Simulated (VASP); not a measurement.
VASP ran on this input.

**INCAR**
```
SYSTEM = Be
PREC = Accurate
ENCUT = 300
EDIFF = 1E-6
NELM = 100
ALGO = Normal
LREAL = .FALSE.
LASPH = .TRUE.
ISMEAR = -1
SIGMA = 0.03
GGA = PE
LWAVE = .FALSE.
LCHARG = .FALSE.
ISIF = 2
```

### POSCAR
```
Be
2.264780
  1.0000000000   0.0000000000   0.0000000000
 -0.5000000000   0.8660253976   0.0000000000
  0.0000000000   0.0000000000   1.5781223783
Be
2
Cartesian
 -0.0000005000   0.5773505537   1.1835917837
  0.5000005000   0.2886748439   0.3945305946
```

KPOINTS:
```
kpoints
0
gamma
 18 18 10
0 0 0
```

POTCAR, in this order: Be (PBE.64 set). Program: vasp_std.

Question: Write an equivalent input for Quantum ESPRESSO's pw.x.

Answer: One equivalent input (not run):
```
&CONTROL
  calculation = 'scf'
  pseudo_dir = './pseudo'
  outdir = './out'
  tprnfor = .true.
  tstress = .true.
/
&SYSTEM
  ibrav = 0
  nat = 2
  ntyp = 1
  ecutwfc = 88
  occupations = 'smearing'
  smearing = 'fermi-dirac'
  degauss = 0.002205
  input_dft = 'pbe'
/
&ELECTRONS
  conv_thr = 7.3e-08
  electron_maxstep = 100
/
ATOMIC_SPECIES
  Be 9.012 Be.upf
CELL_PARAMETERS angstrom
     2.2647800    0.0000000    0.0000000
    -1.1323900    1.9613570    0.0000000
     0.0000000    0.0000000    3.5741000
ATOMIC_POSITIONS crystal
  Be   0.3333330  0.6666670  0.7500000
  Be   0.6666670  0.3333330  0.2500000
K_POINTS automatic
  18 18 10 0 0 0
```
Limits of the translation: the potentials are each code's own (VASP's PAW set, PseudoDojo norm-conserving files in pw.x), so ENCUT and ecutwfc are chosen apart and not converted; conv_thr bounds pw.x's estimated SCF error, while EDIFF bounds the energy change between steps.

The structure comes from a computed database's Be entry; how it stands against other phases isn't given here. The cell was not relaxed at this level. The run is one of a series of settings (SIGMA = 0.03, KPOINTS 18×18×10 Γ-centred mesh against the base run), some of them coarse on purpose.
